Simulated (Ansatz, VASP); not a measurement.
**Ga14Ge17O55 (amorphous 29Ga2O3-71GeO2 (mol %)) in two plane-wave programs**

Wanted: the spread between two codes on one cell, functional and k mesh. The structure shown is the start of the Ansatz relaxation below; VASP solves that cell, so the two are compared at the walk's first step.

Calculated with Ansatz 0.2.0; plane waves, with VASP 6.6.1 beside it; single point at PBE.

## Step 1: The structure

The cell holds 86 atoms: 14 Ga, 17 Ge and 55 O. Its edges and angles: a = 11.142 Å, b = 11.142 Å, c = 11.142 Å, α = 90.0°, β = 90.0°, γ = 90.0°. As first built, before any earlier steps moved the atoms (in the runner's words): 86 atoms (14 Fe, 17 Ge, 55 O) placed at random at 3.54 g/cm^3, melted at 5000 K for 10 ps at fixed volume with the Morse and Coulomb pair potential with partial charges (Pedone, Malavasi, Menziani, Cormack and Segre, J. Phys. Chem. B 110, 11780 (2006)). Quenched from 5000 K to 300 K at 100 K/ps and fixed volume, held 5 ps, then minimised at fixed cell. Then Fe was replaced by Ga and the cell scaled by 1.006 (the potential has no terms for the new elements, so the cell is a start for a DFT relaxation).

## Step 2: Ansatz: relaxation, PBE

Ansatz runs on its default PAW (the set named soft_2) files.

The two programs are compared at the cell with which this relaxation starts, whose forces are those of its first step.

input.yaml reads:

```yaml
crystal:
  lattice:
    - [11.14215, 0.0, 0.0]
    - [0.0, 11.14215, 0.0]
    - [0.0, 0.0, 11.14215]
  atoms:
    - { symbol: Ga, position: [0.95911, 0.6622, 0.97939] }
    - { symbol: Ga, position: [0.66891, 0.9487, 0.11496] }
    - { symbol: Ga, position: [0.77538, 0.33057, 0.91073] }
    - { symbol: Ga, position: [0.42436, 0.7178, 0.7196] }
    - { symbol: Ga, position: [0.82181, 0.46937, 0.14733] }
    - { symbol: Ga, position: [0.12692, 0.90312, 0.97681] }
    - { symbol: Ga, position: [0.26574, 0.26676, 0.7335] }
    - { symbol: Ga, position: [0.16583, 0.72768, 0.75189] }
    - { symbol: Ga, position: [0.35924, 0.06074, 0.94636] }
    - { symbol: Ga, position: [0.8476, 0.90298, 0.87132] }
    - { symbol: Ga, position: [0.67918, 0.60984, 0.90918] }
    - { symbol: Ga, position: [0.61918, 0.06061, 0.84974] }
    - { symbol: Ga, position: [0.34974, 0.48794, 0.57419] }
    - { symbol: Ga, position: [0.03536, 0.42061, 0.92922] }
    - { symbol: Ge, position: [0.69312, 0.97162, 0.58495] }
    - { symbol: Ge, position: [0.57785, 0.22233, 0.12664] }
    - { symbol: Ge, position: [0.41812, 0.80132, 0.96952] }
    - { symbol: Ge, position: [0.61057, 0.68594, 0.48301] }
    - { symbol: Ge, position: [0.40926, 0.02134, 0.64907] }
    - { symbol: Ge, position: [0.91242, 0.80229, 0.21794] }
    - { symbol: Ge, position: [0.33554, 0.35451, 0.27057] }
    - { symbol: Ge, position: [0.03998, 0.31454, 0.25529] }
    - { symbol: Ge, position: [0.06316, 0.47606, 0.61741] }
    - { symbol: Ge, position: [0.13416, 0.01931, 0.60073] }
    - { symbol: Ge, position: [0.62389, 0.70467, 0.17778] }
    - { symbol: Ge, position: [0.05646, 0.15258, 0.86482] }
    - { symbol: Ge, position: [0.23855, 0.58934, 0.10864] }
    - { symbol: Ge, position: [0.9138, 0.06368, 0.38899] }
    - { symbol: Ge, position: [0.07378, 0.60928, 0.35642] }
    - { symbol: Ge, position: [0.59811, 0.35091, 0.71128] }
    - { symbol: Ge, position: [0.78389, 0.44143, 0.48114] }
    - { symbol: O, position: [0.97749, 0.01256, 0.88775] }
    - { symbol: O, position: [0.49114, 0.9433, 0.88802] }
    - { symbol: O, position: [0.67959, 0.36504, 0.57759] }
    - { symbol: O, position: [0.13765, 0.87882, 0.6624] }
    - { symbol: O, position: [0.78486, 0.43052, 0.32284] }
    - { symbol: O, position: [0.28316, 0.06098, 0.56737] }
    - { symbol: O, position: [0.7481, 0.95762, 0.73119] }
    - { symbol: O, position: [0.97997, 0.35319, 0.11512] }
    - { symbol: O, position: [0.97093, 0.72433, 0.34254] }
    - { symbol: O, position: [0.72941, 0.99416, 0.96855] }
    - { symbol: O, position: [0.50164, 0.15596, 0.00284] }
    - { symbol: O, position: [0.65312, 0.82982, 0.53026] }
    - { symbol: O, position: [0.18118, 0.07933, 0.94128] }
    - { symbol: O, position: [0.65604, 0.22972, 0.80075] }
    - { symbol: O, position: [0.69504, 0.31197, 0.06632] }
    - { symbol: O, position: [0.54592, 0.81197, 0.0897] }
    - { symbol: O, position: [0.72978, 0.58799, 0.49999] }
    - { symbol: O, position: [0.66211, 0.58518, 0.08917] }
    - { symbol: O, position: [0.15632, 0.30153, 0.86994] }
    - { symbol: O, position: [0.44201, 0.363, 0.6872] }
    - { symbol: O, position: [0.17761, 0.64252, 0.24372] }
    - { symbol: O, position: [0.10596, 0.58404, 0.50878] }
    - { symbol: O, position: [0.34871, 0.67552, 0.04691] }
    - { symbol: O, position: [0.561, 0.05309, 0.62596] }
    - { symbol: O, position: [0.30453, 0.45832, 0.15768] }
    - { symbol: O, position: [0.0535, 0.76962, 0.8759] }
    - { symbol: O, position: [0.93195, 0.25714, 0.87606] }
    - { symbol: O, position: [0.10793, 0.1293, 0.71342] }
    - { symbol: O, position: [0.28602, 0.61152, 0.68714] }
    - { symbol: O, position: [0.90188, 0.63048, 0.14372] }
    - { symbol: O, position: [0.78837, 0.0439, 0.48545] }
    - { symbol: O, position: [0.8047, 0.73696, 0.91097] }
    - { symbol: O, position: [0.6556, 0.45807, 0.8143] }
    - { symbol: O, position: [0.6363, 0.09235, 0.18893] }
    - { symbol: O, position: [0.04174, 0.52488, 0.76307] }
    - { symbol: O, position: [0.90289, 0.95219, 0.28136] }
    - { symbol: O, position: [0.52785, 0.69769, 0.86242] }
    - { symbol: O, position: [0.46617, 0.284, 0.21735] }
    - { symbol: O, position: [0.95469, 0.20181, 0.32316] }
    - { symbol: O, position: [0.31151, 0.91425, 0.03586] }
    - { symbol: O, position: [0.00506, 0.83567, 0.09304] }
    - { symbol: O, position: [0.75066, 0.80516, 0.18458] }
    - { symbol: O, position: [0.19418, 0.27994, 0.26488] }
    - { symbol: O, position: [0.49682, 0.62441, 0.57232] }
    - { symbol: O, position: [0.18987, 0.38144, 0.62333] }
    - { symbol: O, position: [0.58475, 0.68804, 0.32619] }
    - { symbol: O, position: [0.86046, 0.4881, 0.95236] }
    - { symbol: O, position: [0.04016, 0.46007, 0.31692] }
    - { symbol: O, position: [0.35231, 0.42405, 0.41032] }
    - { symbol: O, position: [0.37056, 0.11917, 0.77108] }
    - { symbol: O, position: [0.41711, 0.8694, 0.64518] }
    - { symbol: O, position: [0.9241, 0.42842, 0.55673] }
    - { symbol: O, position: [0.30364, 0.78972, 0.84672] }
    - { symbol: O, position: [0.11607, 0.56073, 0.01185] }
    - { symbol: O, position: [0.03219, 0.03583, 0.48801] }
kpoints:
  mp_grid: { grid: [1, 1, 1] }
hamiltonian:
  xc: pbe
scf:
  occupations: { method: fermi_dirac, width: 0.05 }
output:
  forces: true
relax:
  f_tol: 0.05
  max_steps: 150
  cell: {}
```

Run with:

```bash
> ansatz run input.yaml --threads 4 --pin off --max-ram 8192MiB --backend cpu --events-out ev --progress --plain --runs-dir out
```

Numbers of over 12 decimals in the logs are rounded to 6 here.

The program printed:

```text
Engine: ansatz 0.2.0, x86_64-unknown-linux-gnu
Pseudopotentials: kind: paw
Pseudopotential: Ga, paw, valence charge 13, recommended cutoff 420 eV (normal), Ga.paw.azcp
Pseudopotential: Ge, paw, valence charge 14, recommended cutoff 420 eV (normal), Ge.paw.azcp
Pseudopotential: O, paw, valence charge 6, recommended cutoff 420 eV (normal), O.paw.azcp
Functional definition: PBE
  parameter kappa = 0.804
  parameter beta = 0.066725
  exchange = pbe_x(kappa = kappa, mu = beta*pi^2/3)
  correlation = pbe_c(beta = beta)
Crystal: 86 atoms, lattice volume = 1383.270 Å³
Basis set: ecut = 420 eV, 27081 PW (Γ), exchange–correlation on 150×150×150 points (8 copies of the dense FFT grid, shifted against one another)
Bands: 461, of which v1, the nominal top of the filled ones, is band 375 counted from 1 (374 counted from 0)
Symmetry: 1 space group operations
Space group: P1 (ITA 1), of the structure as read, at distance tolerance 1.1e-4 Å
k-points: 1
Non-local potential: Ga, projectors of the file, l = 0: 2, l = 1: 2, l = 2: 3, l = 3: 1
Non-local potential: Ge, projectors of the file, l = 0: 2, l = 1: 2, l = 2: 3, l = 3: 1
Non-local potential: O, projectors of the file, l = 0: 2, l = 1: 2, l = 2: 1
PAW form: soft (Blöchl's): semilocal exchange-correlation on the pseudo side does not see the compensation charge
PAW one-centre angular grid: Ga, 590 points (default); XC on 64 Gauss nodes
PAW one-centre angular grid: Ge, 590 points (default); XC on 64 Gauss nodes
PAW one-centre angular grid: O, 110 points (default); XC on 64 Gauss nodes
Initial density: superposition of atomic densities (neutral atoms: chi_scale 0, normalization atom), corrected by the library's trained network
Initial wavefunctions: pseudopotential atomic-orbital guess
Functional: x = pbe(κ = 0.804, μ = 0.219515), c = pbe(β = 0.066725)
SCF iter   1: F=—  HF=-157173.056818 eV  |F-HF|=—  |Δ(HF+E_count)|=         —  Δρ=3.22e-3  dr2=1.87e-1  ethr=1.77e-3  ⟨swp⟩=5.0  Hψ=1689  notcnv=0  defer=58
preconditioner: auto → Resta (q_TF=auto, 2.464 Å⁻¹)  ε∞=3.1  [insulator: Δε(μ)=0.753 eV  Ē_g=18.742 eV  σ=0.050 eV  W_gap=1.00  n_scr=364 (ndim 8)  ℏωp=27.3 eV  f_vac=0.275  D(μ)=0.05/eV (n_scr^D=0)  ε∞_Penn≈3.1  vacuum switching on, ρ_ref=2.5e-2 e/Å³]
SCF iter   2: F=—  HF=-157173.034561 eV  |F-HF|=—  |Δ(HF+E_count)|=   2.23e-2  Δρ=1.97e-3  dr2=3.21e-2  ethr=2.49e-5  ⟨swp⟩=2.0  Hψ=823  notcnv=0  defer=76
SCF iter   3: F=—  HF=-157173.032398 eV  |F-HF|=—  |Δ(HF+E_count)|=   2.16e-3  Δρ=8.43e-4  dr2=8.79e-3  ethr=4.28e-6  ⟨swp⟩=2.0  Hψ=662  notcnv=0  defer=76
SCF iter   4: F=—  HF=-157173.032780 eV  |F-HF|=—  |Δ(HF+E_count)|=   3.82e-4  Δρ=3.24e-4  dr2=1.25e-3  ethr=1.17e-6  ⟨swp⟩=2.0  Hψ=628  notcnv=0  defer=76
SCF iter   5: F=—  HF=-157173.032795 eV  |F-HF|=—  |Δ(HF+E_count)|=   1.51e-5  Δρ=1.31e-4  dr2=2.16e-4  ethr=1.67e-7  ⟨swp⟩=2.0  Hψ=656  notcnv=0  defer=76
SCF iter   6: F=—  HF=-157173.032838 eV  |F-HF|=—  |Δ(HF+E_count)|=   4.30e-5  Δρ=5.36e-5  dr2=3.59e-5  ethr=2.88e-8  ⟨swp⟩=2.0  Hψ=656  notcnv=0  defer=76
SCF iter   7: F=—  HF=-157173.030820 eV  |F-HF|=—  |Δ(HF+E_count)|=   2.02e-3  Δρ=1.96e-5  dr2=4.05e-6  ethr=4.78e-9  ⟨swp⟩=2.0  Hψ=662  notcnv=0  defer=76
SCF iter   8: F=—  HF=-157173.030823 eV  |F-HF|=—  |Δ(HF+E_count)|=   2.36e-6  Δρ=9.51e-6  dr2=1.07e-6  ethr=5.39e-10  ⟨swp⟩=2.0  Hψ=749  notcnv=0  defer=76
SCF iter   9: F=—  HF=-157173.030823 eV  |F-HF|=—  |Δ(HF+E_count)|=   1.69e-7  Δρ=2.89e-6  dr2=1.02e-7  ethr=1.42e-10  ⟨swp⟩=2.0  Hψ=662  notcnv=0  defer=76
SCF iter  10: F=-157173.030823 eV  HF=-157173.030823 eV  |F-HF|=2.24e-9  |Δ(HF+E_count)|=   5.67e-8  Δρ=1.26e-6  dr2=1.88e-8  ethr=1.33e-11  ⟨swp⟩=3.0  Hψ=1212  notcnv=0
SCF 1 converged in 10 iterations: F = -157173.030823 eV  dr2 = 1.88e-8
  greatest PAW one-centre occupation: 0.999 electrons in one spin orbital (limit 2), on the Ge atom at site 25 (counted from 0), in its partial waves of l = 2
relax step   1: F+E_penalty+E_count = -157173.03082276 eV  Δ(F+E_penalty+E_count) = +0.000e0 eV  max|allowed force component| = 2.516e0 eV/Å  Δτ_max = 0.0000 Å  P = -5.322 GPa  Ω = 1383.270 Å³  (10 SCF iters, dr2 threshold 1.00e-7 eV, accepted)
Crystal: 86 atoms, lattice volume = 1293.988 Å³
Basis set: ecut = 420 eV, 25323 PW (Γ), exchange–correlation on 150×150×150 points (8 copies of the dense FFT grid, shifted against one another)
Initial density: handed on by an earlier stage of this run
Initial wavefunctions: those handed on with the density
iter 1 solved again at ethr=2.79e-4 eV; its pass at ethr=3.10e-3 eV (dr2=2.09e0 eV) is discarded
SCF iter   1: F=—  HF=-157180.598013 eV  |F-HF|=—  |Δ(HF+E_count)|=         —  Δρ=2.00e-2  dr2=2.09e0  ethr=2.79e-4  ⟨swp⟩=6.0  Hψ=2048  notcnv=0
preconditioner: auto → Resta (q_TF=auto, 2.491 Å⁻¹)  ε∞=3.2  [insulator: Δε(μ)=1.367 eV  Ē_g=19.180 eV  σ=0.050 eV  W_gap=1.00  n_scr=340 (ndim 8)  ℏωp=28.3 eV  f_vac=0.247  D(μ)=0.00/eV (n_scr^D=0)  ε∞_Penn≈3.2]
[...]
atom  67  O     -0.00272082    -0.00645060     0.00256521
  atom  68  O      0.00379946    -0.00547705     0.00322360
  atom  69  O     -0.00737158     0.00045015     0.00880659
  atom  70  O      0.00096437     0.00787342    -0.00404479
  atom  71  O     -0.00041169    -0.00279989    -0.00185788
  atom  72  O      0.00003692    -0.01290264    -0.00299756
  atom  73  O     -0.00960663    -0.00330551    -0.00644695
  atom  74  O      0.00147697     0.00578297    -0.00088819
  atom  75  O     -0.00105308    -0.00212320     0.00068184
  atom  76  O     -0.00178135     0.00429939    -0.00405842
  atom  77  O     -0.00340994     0.00270718     0.00119931
  atom  78  O     -0.00019066    -0.00411248    -0.00222685
  atom  79  O     -0.00551718     0.00362643    -0.00260126
  atom  80  O     -0.00314295     0.00172014     0.00015741
  atom  81  O      0.00158096    -0.00109866     0.00091041
  atom  82  O     -0.00095570    -0.00150447    -0.00187057
  atom  83  O      0.00485508     0.00027746     0.00527975
  atom  84  O     -0.00117884     0.00495609     0.00317886
  atom  85  O      0.00298991    -0.00209418     0.00088049
  atom  86  O     -0.00464849    -0.00121737    -0.00755975
  max |Σ_I F_I| component: 2.91e-6 eV/Å
--- Stress (GPa, compression-positive) ---
       -0.008063       0.001896       0.004034
        0.001896      -0.024651       0.001302
        0.004034       0.001302      -0.008033
  P = ⅓ Tr σ = -0.0136 GPa (-0.136 kbar)
--- Relaxed structure (40 steps of the walk, 36 accepted, 3 SCFs on fresh bases) ---
  F+E_penalty+E_count = -157185.65796443 eV   max|allowed force component| = 2.079e-2 eV/Å   (the final SCF, on the basis selected at the relaxed cell)
  cell:  # Å, volume = 1196.9894 Å³
    - [10.467664, -0.401252, -0.046247]
    - [-0.401252, 10.831375, 0.078510]
    - [-0.046247, 0.078510, 10.573161]
  atoms:
    - { symbol: Ga, position: [0.965504, 0.661788, 0.978986] }
    - { symbol: Ga, position: [0.678199, 0.965351, 0.115502] }
    - { symbol: Ga, position: [0.774305, 0.351361, 0.915878] }
    - { symbol: Ga, position: [0.441373, 0.724128, 0.687548] }
    - { symbol: Ga, position: [0.851596, 0.398820, 0.195369] }
    - { symbol: Ga, position: [0.115452, 0.904353, 0.941177] }
    - { symbol: Ga, position: [0.255998, 0.284033, 0.724458] }
    - { symbol: Ga, position: [0.167965, 0.676937, 0.742755] }
    - { symbol: Ga, position: [0.343249, 0.081251, 0.946389] }
    - { symbol: Ga, position: [0.819314, 0.899654, 0.857837] }
    - { symbol: Ga, position: [0.661125, 0.630061, 0.905586] }
    - { symbol: Ga, position: [0.622640, 0.069222, 0.813741] }
    - { symbol: Ga, position: [0.353081, 0.498378, 0.559182] }
    - { symbol: Ga, position: [0.052018, 0.428627, 0.896828] }
    - { symbol: Ge, position: [0.643622, 0.954026, 0.569331] }
    - { symbol: Ge, position: [0.577429, 0.221011, 0.143943] }
    - { symbol: Ge, position: [0.416945, 0.815577, 0.943203] }
    - { symbol: Ge, position: [0.624984, 0.669373, 0.457449] }
    - { symbol: Ge, position: [0.384584, 0.016110, 0.663976] }
    - { symbol: Ge, position: [0.919836, 0.845552, 0.216734] }
    - { symbol: Ge, position: [0.353634, 0.358007, 0.282114] }
    - { symbol: Ge, position: [0.067031, 0.281324, 0.313416] }
    - { symbol: Ge, position: [0.048197, 0.462565, 0.570677] }
    - { symbol: Ge, position: [0.136257, 0.025595, 0.608888] }
    - { symbol: Ge, position: [0.546707, 0.697964, 0.154971] }
    - { symbol: Ge, position: [0.049131, 0.158332, 0.868856] }
    - { symbol: Ge, position: [0.243996, 0.575967, 0.125610] }
    - { symbol: Ge, position: [0.908750, 0.041986, 0.426970] }
    - { symbol: Ge, position: [0.031300, 0.610816, 0.334942] }
    - { symbol: Ge, position: [0.579297, 0.366424, 0.721074] }
    - { symbol: Ge, position: [0.763605, 0.411574, 0.482137] }
    - { symbol: O, position: [0.975857, -0.00800401, 0.859384] }
    - { symbol: O, position: [0.464315, 0.970275, 0.849323] }
    - { symbol: O, position: [0.622225, 0.357265, 0.562919] }
    - { symbol: O, position: [0.221865, 0.926666, 0.714352] }
    - { symbol: O, position: [0.776970, 0.333912, 0.341951] }
    - { symbol: O, position: [0.284842, 0.077303, 0.534574] }
    - { symbol: O, position: [0.725371, 0.957623, 0.721842] }
    - { symbol: O, position: [0.987258, 0.297395, 0.168408] }
    - { symbol: O, position: [0.979165, 0.766599, 0.343797] }
    - { symbol: O, position: [0.727931, 1.013818, 0.953326] }
    - { symbol: O, position: [0.473380, 0.181219, 0.017005] }
    - { symbol: O, position: [0.696432, 0.814664, 0.500938] }
    - { symbol: O, position: [0.160481, 0.085480, 0.975030] }
    - { symbol: O, position: [0.652853, 0.246108, 0.814200] }
    - { symbol: O, position: [0.714044, 0.325287, 0.082945] }
    - { symbol: O, position: [0.534295, 0.850266, 0.078716] }
    - { symbol: O, position: [0.748634, 0.571132, 0.438420] }
    - { symbol: O, position: [0.630927, 0.591339, 0.074739] }
    - { symbol: O, position: [0.169781, 0.309109, 0.877206] }
    - { symbol: O, position: [0.414903, 0.397586, 0.708582] }
    - { symbol: O, position: [0.187167, 0.641087, 0.262418] }
    - { symbol: O, position: [0.042620, 0.615857, 0.507752] }
    - { symbol: O, position: [0.383409, 0.674622, 0.077687] }
    - { symbol: O, position: [0.551240, 0.087557, 0.633519] }
[...]
- { symbol: O, position: [0.058161, 0.429935, 0.387177] }
    - { symbol: O, position: [0.388192, 0.469067, 0.396491] }
    - { symbol: O, position: [0.353166, 0.151583, 0.774861] }
    - { symbol: O, position: [0.467500, 0.876759, 0.598597] }
    - { symbol: O, position: [0.888650, 0.393909, 0.596101] }
    - { symbol: O, position: [0.323196, 0.724312, 0.829011] }
    - { symbol: O, position: [0.128947, 0.566491, 0.000402764] }
    - { symbol: O, position: [-0.00270057, -0.046036, 0.540024] }
```

In the SCF lines HF is the Harris–Foulkes energy and dr2 the Hartree energy of the density residual, in eV; the loop may stop once dr2 is under the threshold and the program's other checks hold. Hψ counts applications of the Hamiltonian.

(Continued in part 2 of 2.)

[Lines on the potential files, build, host, timing and source positions are cut from VASP's logs without a mark.]

[Logs are printed without paths, hosts, clocks, repeated set-up lines and the standing remarks that a program may print on its own settings, such as how far it seeks lower states.]

[Hosts, paths, dates, database ids (printed as entryN), source tags and the programs' standing remarks are cut or masked in the printed files.]
